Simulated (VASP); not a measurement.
Energy against volume of PbO₂ (rutile). Method: optB88-vdW, VASP's PBE PAW potentials (set 64) (plane waves; VASP). Numerical set-up: 520 eV cut-off, 5×5×6 Γ-centred mesh, Gaussian smearing of 0.050 eV, potentials Pb_d O.

Shape and ions are relaxed at each volume.

| V (Å³/atom) | E (eV/atom) |
|---|---|
| 13.770 | -3.18086 |
| 14.210 | -3.19870 |
| 14.649 | -3.20477 |
| 15.089 | -3.20126 |

**Question.** Fit these four points and predict the energy of the run at 15.528 Å³/atom.

**Answer.** A cubic in V^(−2/3), the third-order Birch-Murnaghan form, passes through the four points with V0 = 14.69 Å³/atom and B0 = 114 GPa, and gives -3.1900 eV/atom there. The run gave -3.1900 eV/atom, +0.0 meV/atom from the fit; all five points give B0 = 114 GPa.

The compound is PbO2 in the rutile structure. It was relaxed first, which changed the volume by +6 %.
